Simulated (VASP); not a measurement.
# Ni3Hg (Pm-3m) in VASP: reference runs, part 2 of 2

VASP 6.6.1. The steps go on from the part before.

## (3) Equation of state, PBE, collinear spin, ferromagnetic start, 12.34 Å³/atom (volume scaled by 0.94)

Input file INCAR:

```
SYSTEM = Ni3Hg
  ALGO = Normal
  EDIFF = 1E-7
  ENCUT = 520
  GGA = PE
  ISIF = 2
  ISMEAR = -1
  ISPIN = 2
  LASPH = .True.
  LCHARG = .False.
  LMAXMIX = 4
  LORBIT = 11
  LREAL = .False.
  LWAVE = .False.
  MAGMOM = 0 1 1 1
  NBANDS = 33
  NELM = 150
  PREC = Accurate
  SIGMA = 0.05
```

Input file KPOINTS:

```
k-points
0
Gamma
  7 7 7
  0 0 0
```

Input file POSCAR:

```
Ni3Hg
1.0
    3.6684627940      0.0000000000      0.0000000000
    0.0000000000      3.6684627940      0.0000000000
    0.0000000000      0.0000000000      3.6684627940
Hg Ni
1 3
Direct
    0.0000000000      0.0000000000      0.0000000000
    0.5000000000      0.5000000000      0.0000000000
    0.5000000000      0.0000000000      0.5000000000
    0.0000000000      0.5000000000      0.5000000000
```

Potentials or basis: VASP PAW PBE potentials, release 64 (Hg, Ni).

On the command line:

```sh
$ cat potpaw_PBE.64/Hg/POTCAR potpaw_PBE.64/Ni/POTCAR > POTCAR
$ mpirun -np 1 vasp_std > vasp.out
```

It took 2.1 min on 1 thread of AMD EPYC, shared host; peak memory 0.17 GiB.

It converged, with:

- Free energy: -15.6086 eV
- Pressure: 13.8 GPa
- Band gap on the k mesh: none (metal or under the smearing width)
- Net moment: 1.06 μB per cell
- Site moments: Hg -0.01; Ni +0.36 μB
- Valence electrons inside the program's atomic spheres: Hg 10.84; Ni 9.28

## (4) Equation of state, PBE, collinear spin, ferromagnetic start, 12.60 Å³/atom (volume scaled by 0.96)

Input file INCAR:

```
PREC = Accurate ; ENCUT = 520
EDIFF = 1E-7 ; ISMEAR = -1
SIGMA = 0.05 ; LREAL = F
LASPH = T ; NELM = 120
ALGO = Normal ; ISIF = 2
LWAVE = F ; LCHARG = F
ISPIN = 2 ; MAGMOM = 0 1 1 1
LORBIT = 11 ; LMAXMIX = 4
GGA = PE ; NBANDS = 33
```

Input file KPOINTS:

```
Automatic mesh
0
Gamma
  7 7 7
```

Input file POSCAR:

```
Ni3Hg
1.0
    3.6942978902      0.0000000000      0.0000000000
    0.0000000000      3.6942978902      0.0000000000
    0.0000000000      0.0000000000      3.6942978902
Hg Ni
1 3
Direct
    0.0000000000      0.0000000000      0.0000000000
    0.5000000000      0.5000000000      0.0000000000
    0.5000000000      0.0000000000      0.5000000000
    0.0000000000      0.5000000000      0.5000000000
```

On the command line:

```sh
$ cat potpaw_PBE.64/Hg/POTCAR potpaw_PBE.64/Ni/POTCAR > POTCAR
$ mpirun -np 1 vasp_std > vasp.out
```

It took 2.2 min on 1 thread of AMD EPYC, shared host; peak memory 0.17 GiB.

It converged, with:

```
Free energy                                           : -15.6846 eV
Pressure                                              : 9.4 GPa
Band gap on the k mesh                                : none (metal or under the smearing width)
Net moment                                            : 1.07 μB per cell
Site moments                                          : Hg -0.01; Ni +0.37 μB
Valence electrons inside the program's atomic spheres : Hg 10.80; Ni 9.25
```

## (5) Equation of state, PBE, collinear spin, ferromagnetic start, 12.87 Å³/atom (volume scaled by 0.98)

Input file INCAR:

```
PREC     = Accurate       # precision mode
ENCUT    = 520            # plane-wave cutoff, eV
EDIFF    = 1E-7           # SCF threshold, eV
ISMEAR   = -1             # smearing method
SIGMA    = 0.05           # smearing width, eV
LREAL    = F              # projectors in reciprocal space
LASPH    = T              # aspherical terms in the spheres
NELM     = 150            # most SCF steps
ALGO     = Normal         # electronic algorithm
ISIF     = 2              # what is computed and relaxed
LWAVE    = F              # write WAVECAR
LCHARG   = F              # write CHGCAR
ISPIN    = 2              # spin polarisation
MAGMOM   = 0 1 1 1        # initial moments
LORBIT   = 11             # projections on sites
LMAXMIX  = 4              # l up to which the mixer works
GGA      = PE             # functional
NBANDS   = 33             # bands
```

Input file KPOINTS:

```
regular mesh
0
Gamma
  7 7 7
```

Input file POSCAR:

```
Ni3Hg
1.0
    3.7197766118      0.0000000000      0.0000000000
    0.0000000000      3.7197766118      0.0000000000
    0.0000000000      0.0000000000      3.7197766118
Hg Ni
1 3
Direct
    0.0000000000      0.0000000000      0.0000000000
    0.5000000000      0.5000000000      0.0000000000
    0.5000000000      0.0000000000      0.5000000000
    0.0000000000      0.5000000000      0.5000000000
```

On the command line:

```sh
$ cat potpaw_PBE.64/Hg/POTCAR potpaw_PBE.64/Ni/POTCAR > POTCAR
$ mpirun -np 1 vasp_std > vasp.out
```

Run time: 2.1 min. Hardware: 1 thread of AMD EPYC, shared host; peak memory 0.17 GiB.

Results (log left out):

| Quantity | Value |
| --- | --- |
| Free energy | -15.7332 eV |
| Pressure | 5.4 GPa |
| Band gap on the k mesh | none (metal or under the smearing width) |
| Net moment | 1.08 μB per cell |
| Site moments | Hg -0.01; Ni +0.38 μB |
| Valence electrons inside the program's atomic spheres | Hg 10.77; Ni 9.21 |

## (6) Equation of state, PBE, collinear spin, ferromagnetic start, 13.39 Å³/atom (volume scaled by 1.02)

Input file INCAR:

```
SYSTEM = Ni3Hg
PREC = Accurate
ENCUT = 520
EDIFF = 1E-7
ISMEAR = -1
SIGMA = 0.05
LREAL = .FALSE.
LASPH = .TRUE.
NELM = 150
ALGO = Normal
ISIF = 2
LWAVE = .FALSE.
LCHARG = .FALSE.
ISPIN = 2
MAGMOM = 0 1 1 1
LORBIT = 11
LMAXMIX = 4
GGA = PE
NBANDS = 33
```

Input file KPOINTS:

```
regular mesh
0
G
  7 7 7
  0 0 0
```

Input file POSCAR:

```
Ni3Hg
1.0
    3.7697124579      0.0000000000      0.0000000000
    0.0000000000      3.7697124579      0.0000000000
    0.0000000000      0.0000000000      3.7697124579
Hg Ni
1 3
Direct
    0.0000000000      0.0000000000      0.0000000000
    0.5000000000      0.5000000000      0.0000000000
    0.5000000000      0.0000000000      0.5000000000
    0.0000000000      0.5000000000      0.5000000000
```

Potentials or basis: VASP PAW PBE potentials, release 64 (Hg, Ni).

On the command line:

```sh
$ cat potpaw_PBE.64/Hg/POTCAR potpaw_PBE.64/Ni/POTCAR > POTCAR
$ mpirun -np 1 vasp_std > vasp.out
```

Run time: 2.1 min. Hardware: 1 thread of AMD EPYC, shared host; peak memory 0.17 GiB.

It converged, with:

```
Free energy                                           : -15.7603 eV
Pressure                                              : -1.1 GPa
Band gap on the k mesh                                : none (metal or under the smearing width)
Net moment                                            : 1.11 μB per cell
Site moments                                          : Hg -0.01; Ni +0.39 μB
Valence electrons inside the program's atomic spheres : Hg 10.71; Ni 9.15
```

## (7) Equation of state, PBE, collinear spin, ferromagnetic start, 13.66 Å³/atom (volume scaled by 1.04)

Input file INCAR:

```
SYSTEM = Ni3Hg
ALGO = Normal
EDIFF = 1E-7
ENCUT = 520
GGA = PE
ISIF = 2
ISMEAR = -1
ISPIN = 2
LASPH = .TRUE.
LCHARG = .FALSE.
LMAXMIX = 4
LORBIT = 11
LREAL = .FALSE.
LWAVE = .FALSE.
MAGMOM = 0 1 1 1
NBANDS = 33
NELM = 100
PREC = Accurate
SIGMA = 0.05
```

Input file KPOINTS:

```
k-points
0
G
  7 7 7
  0 0 0
```

Input file POSCAR:

```
Ni3Hg
1.0
    3.7941917961      0.0000000000      0.0000000000
    0.0000000000      3.7941917961      0.0000000000
    0.0000000000      0.0000000000      3.7941917961
Hg Ni
1 3
Direct
    0.0000000000      0.0000000000      0.0000000000
    0.5000000000      0.5000000000      0.0000000000
    0.5000000000      0.0000000000      0.5000000000
    0.0000000000      0.5000000000      0.5000000000
```

On the command line:

```sh
$ cat potpaw_PBE.64/Hg/POTCAR potpaw_PBE.64/Ni/POTCAR > POTCAR
$ mpirun -np 1 vasp_std > vasp.out
```

Wall time 2.2 min (1 thread of AMD EPYC, shared host); peak memory 0.17 GiB.

It converged, with:

| Quantity | Value |
| --- | --- |
| Free energy | -15.7442 eV |
| Pressure | -3.8 GPa |
| Band gap on the k mesh | none (metal or under the smearing width) |
| Net moment | 1.12 μB per cell |
| Site moments | Hg -0.01; Ni +0.39 μB |
| Valence electrons inside the program's atomic spheres | Hg 10.68; Ni 9.13 |

## (8) Equation of state, PBE, collinear spin, ferromagnetic start, 13.92 Å³/atom (volume scaled by 1.06)

Input file INCAR:

```
SYSTEM = Ni3Hg
  PREC = Accurate
  ENCUT = 520
  EDIFF = 1E-7
  ISMEAR = -1
  SIGMA = 0.05
  LREAL = .False.
  LASPH = .True.
  NELM = 120
  ALGO = Normal
  ISIF = 2
  LWAVE = .False.
  LCHARG = .False.
  ISPIN = 2
  MAGMOM = 0 1 1 1
  LORBIT = 11
  LMAXMIX = 4
  GGA = PE
  NBANDS = 33
```

Input file KPOINTS:

```
Automatic mesh
0
Gamma
  7 7 7
  0 0 0
```

Input file POSCAR:

```
Ni3Hg
1.0
    3.8183592744      0.0000000000      0.0000000000
    0.0000000000      3.8183592744      0.0000000000
    0.0000000000      0.0000000000      3.8183592744
Hg Ni
1 3
Direct
    0.0000000000      0.0000000000      0.0000000000
    0.5000000000      0.5000000000      0.0000000000
    0.5000000000      0.0000000000      0.5000000000
    0.0000000000      0.5000000000      0.5000000000
```

On the command line:

```sh
$ cat potpaw_PBE.64/Hg/POTCAR potpaw_PBE.64/Ni/POTCAR > POTCAR
$ mpirun -np 1 vasp_std > vasp.out
```

Run time: 2.2 min. Hardware: 1 thread of AMD EPYC, shared host; peak memory 0.18 GiB.

It converged, with:

- Free energy: -15.7112 eV
- Pressure: -6.3 GPa
- Band gap on the k mesh: none (metal or under the smearing width)
- Net moment: 1.14 μB per cell
- Site moments: Hg -0.01; Ni +0.40 μB
- Valence electrons inside the program's atomic spheres: Hg 10.66; Ni 9.10

## (9) Equation of state, PBE, collinear spin, ferromagnetic start

Potentials or basis: VASP PAW PBE potentials, release 64 (Hg, Ni).

No new run: the results of the series are fitted here.

Results:

| Quantity | Value |
| --- | --- |
| Equilibrium volume | 13.30 Å³/atom |
| Bulk modulus | 153 GPa |
| Pressure derivative of the bulk modulus | 5.2 |

Energy against volume, from the lowest point:
| volume (Å³/atom) | energy (meV/atom) |
| --- | --- |
| 12.342 | 37.94 |
| 12.605 | 18.93 |
| 12.867 | 6.78 |
| 13.130 | 0.71 |
| 13.393 | 0.00 |
| 13.655 | 4.05 |
| 13.918 | 12.29 |

Spin-orbit coupling is left out, which matters for the levels of Hg.
